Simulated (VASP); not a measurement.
Si: energy against strain

Si (diamond, Fd-3m, 20.119 Å³/atom and stress up to 0.01 GPa in the relaxed cell, cube axes along x, y and z) under a strain ε along a cube axis (axis z), the other axes held. r2SCAN in VASP (plane waves, PAW), 480 eV, 10×10×10 Γ-centred mesh, Gaussian smearing 0.05 eV; ions are relaxed, or left where forces stay under 0.02 eV/Å, within the symmetry of each cell.

Here s stands for strain and y for E less E0.

| strain (%) | E less E0 (meV/atom) |
|---|---|
| -3.00 | ? |
| -1.50 | 2.43 |
| -1.00 | 1.08 |
| -0.50 | 0.27 |
| 0.00 | 0.00 |
| 0.50 | 0.26 |
| 1.00 | 1.04 |
| 1.50 | 2.34 |

Problem. Using a parabola, estimate the missing y at s = -3.00 from the other rows, showing the fit.

Solution. Least squares gives y = 0.000 - 0.0257·s + 1.0600·s². Residuals (row less fit): 0.006, -0.006, -0.008, 0.000, 0.008, 0.006, -0.006; standard error 0.008 (degrees of freedom: 4). Twice the quadratic coefficient over the volume, 2 × 1.0600 meV × 10⁴ × 0.1602 / 20.119 Å³, is the elastic constant C11 = 168.8 ± 0.6 GPa (± standard error of the fit, which holds the terms cut off). At the withheld row, y = 0.000 - 0.0257 × (-3.0) + 1.0600 × (-3.0)² = 9.617 meV/atom. The calculation gives 9.76 meV/atom, 0.143 meV/atom above the prediction (1.5 % of the range of y in the table). The row lies outside the fitted rows, so this is an extrapolation. From the scatter of the fitted rows alone, a prediction at this place has a standard error of 0.031 meV/atom, so the miss is 4.6 times that.

A polynomial of degree 3 through the 12 other runs of the series gives 9.76 there, so most of the miss is curvature that the fit leaves out. Rows are the converged runs of the series near zero and its far end; series whose fitted rows scatter by over a few per cent of the range, as at a crossing or softening among them, aren't shown in this form, nor equations of state whose B0' disagrees with the runs' pressures. Most that stay on the fit to the last digits aren't either.
